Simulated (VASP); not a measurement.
Output of a VASP run:

**OSZICAR**
```
...
DAV:   6    -0.752154916222E+01    0.59083E-01   -0.10092E-01  1180   0.383E+00    0.440E+00
DAV:   7    -0.751320621787E+01    0.83429E-02   -0.62021E-02  1112   0.220E+00    0.580E-01
DAV:   8    -0.751184253054E+01    0.13637E-02   -0.10292E-02  1070   0.127E+00    0.238E-01
DAV:   9    -0.751191277023E+01   -0.70240E-04   -0.56992E-04   986   0.261E-01    0.653E-02
DAV:  10    -0.751190989112E+01    0.28791E-05   -0.20540E-05  1084   0.666E-02    0.203E-02
DAV:  11    -0.751191013959E+01   -0.24847E-06   -0.31603E-06   892   0.204E-02
   1 F= 0.22102554E+01 E0= 0.22103280E+01  d E =0.221026E+01
       N       E                     dE             d eps       ncg     rms          rms(c)
DAV:   1    -0.165538189602E+02   -0.90419E+01   -0.27955E+02  1028   0.272E+02    0.260E+01
DAV:   2    -0.585422657307E+01    0.10700E+02   -0.27705E+01   962   0.170E+02    0.608E+00
DAV:   3    -0.472223451150E+01    0.11320E+01   -0.42301E+00  1050   0.426E+01    0.265E+00
DAV:   4    -0.470365888168E+01    0.18576E-01   -0.41309E-01  1010   0.648E+00    0.112E+00
DAV:   5    -0.470944634617E+01   -0.57875E-02   -0.15719E-02  1016   0.941E-01    0.126E+00
DAV:   6    -0.471656406685E+01   -0.71177E-02   -0.60379E-03  1232   0.174E+00    0.286E-01
DAV:   7    -0.471748082502E+01   -0.91676E-03   -0.16654E-03   938   0.478E-01    0.513E-01
DAV:   8    -0.471744237829E+01    0.38447E-04   -0.45300E-04  1102   0.386E-01    0.516E-02
DAV:   9    -0.471743226929E+01    0.10109E-04   -0.67427E-05   950   0.127E-01    0.105E-01
DAV:  10    -0.471742903247E+01    0.32368E-05   -0.12306E-05  1014   0.512E-02    0.603E-03
DAV:  11    -0.471742899421E+01    0.38260E-07   -0.96253E-07   442   0.130E-02
   2 F= 0.28949749E+01 E0= 0.28952762E+01  d E =0.684720E+00
       N       E                     dE             d eps       ncg     rms          rms(c)
DAV:   1    -0.120948467286E+02   -0.73774E+01   -0.19515E+02  1034   0.356E+02    0.141E+01
DAV:   2    -0.793031144333E+01    0.41645E+01   -0.11056E+01   980   0.656E+01    0.491E+00
DAV:   3    -0.701622970457E+01    0.91408E+00   -0.40344E+00  1010   0.379E+01    0.924E-01
DAV:   4    -0.701147213435E+01    0.47576E-02   -0.10015E-01   976   0.387E+00    0.120E+00
DAV:   5    -0.700868767764E+01    0.27845E-02   -0.10376E-02  1186   0.152E+00    0.762E-01
DAV:   6    -0.700715562386E+01    0.15321E-02   -0.35342E-03   860   0.898E-01    0.183E-01
DAV:   7    -0.700708428302E+01    0.71341E-04   -0.99039E-04  1076   0.624E-01    0.918E-02
DAV:   8    -0.700707122964E+01    0.13053E-04   -0.48920E-05   944   0.118E-01    0.499E-02
DAV:   9    -0.700706842441E+01    0.28052E-05   -0.18408E-05  1066   0.786E-02    0.286E-02
DAV:  10    -0.700706837995E+01    0.44460E-07   -0.77986E-07   424   0.800E-03
   3 F= 0.20944645E+01 E0= 0.20944646E+01  d E =-.115791E+00
       N       E                     dE             d eps       ncg     rms          rms(c)
DAV:   1    -0.697446353552E+01    0.32605E-01   -0.86627E-02  1034   0.607E+00    0.326E-01
DAV:   2    -0.697208114672E+01    0.23824E-02   -0.49845E-03   998   0.159E+00    0.105E-01
DAV:   3    -0.697167354182E+01    0.40760E-03   -0.15599E-03  1028   0.796E-01    0.168E-02
DAV:   4    -0.697167472976E+01   -0.11879E-05   -0.38531E-05   842   0.590E-02    0.205E-02
DAV:   5    -0.697167775989E+01   -0.30301E-05   -0.58728E-06   972   0.270E-02    0.817E-03
DAV:   6    -0.697167842506E+01   -0.66517E-06   -0.60363E-07   430   0.112E-02
   4 F= 0.20939817E+01 E0= 0.20939818E+01  d E =-.116274E+00
```

File OUTCAR:
```
------------------------ aborting loop because EDIFF is reached ----------------------------------------
  FORCE on cell =-STRESS in cart. coord.  units (eV):
  Direction    XX          YY          ZZ          XY          YZ          ZX
  --------------------------------------------------------------------------------------
  Total        9.0402137      9.0402137      9.0402137     -0.0000000      0.0000000     -0.0000000
  in kB      299.1579308    299.1579308    299.1579308     -0.0000000      0.0000000     -0.0000000
  external PRESSURE =      -0.8420692 kB  Pullay stress =     300.0000000 kB
  volume of cell :       48.42
      direct lattice vectors                 reciprocal lattice vectors
     0.000000000  2.892807856  2.892807856    -0.172842451  0.172842451  0.172842451
     2.892807856  0.000000000  2.892807856     0.172842451 -0.172842451  0.172842451
     2.892807856  2.892807856  0.000000000     0.172842451  0.172842451 -0.172842451
  FREE ENERGIE OF THE ION-ELECTRON SYSTEM (eV)
  ---------------------------------------------------
  free  energy   TOTEN  =        -6.9716784251 eV

  energy  without entropy=       -6.9716782952  energy(sigma->0) =       -6.97167836
  enthalpy is  TOTEN    =         2.0939816914 eV   P V=        9.0656601164

 reached required accuracy - stopping structural energy minimisation
```
(Selected blocks of OUTCAR.)

### POSCAR
```
PbTe
1
   -0.0000000000     2.9610161819     2.9610161819
    2.9610161819    -0.0000000000     2.9610161819
    2.9610161819     2.9610161819     0.0000000000
Pb Te
1 1
Direct
  0.0000000000   0.0000000000   0.0000000000
  0.5000000000   0.5000000000   0.5000000000
```

Question: Reconstruct the remaining input files.

Answer: This is not unique; one that fits is the input of the run itself, PBEsol GGA, plane waves, VASP's PBE PAW potentials (set 64).

KPOINTS:
```
Automatic mesh
0
Gamma
8 8 8
0 0 0
```

### INCAR
```
SYSTEM = PbTe
PREC = Accurate
ENCUT = 500
EDIFF = 1E-6
NELM = 100
ALGO = Normal
LREAL = .FALSE.
LASPH = .TRUE.
ISMEAR = 0
SIGMA = 0.05
GGA = PS
LMAXMIX = 4
LWAVE = .FALSE.
LCHARG = .FALSE.
IBRION = 2
ISIF = 3
NSW = 40
EDIFFG = -0.02
PSTRESS = 300
```

POTCAR, in this order: Pb_d Te (PBE.64 set). Program: vasp_std.

Energy and stress use the plane-wave basis of the starting cell.

The structure was generated: PbTe was put into the rock salt type (Fm-3m), which need not be its known phase. This run relaxes it under an external pressure of 30 GPa. Symmetry was kept, so distortions that lower it aren't found.
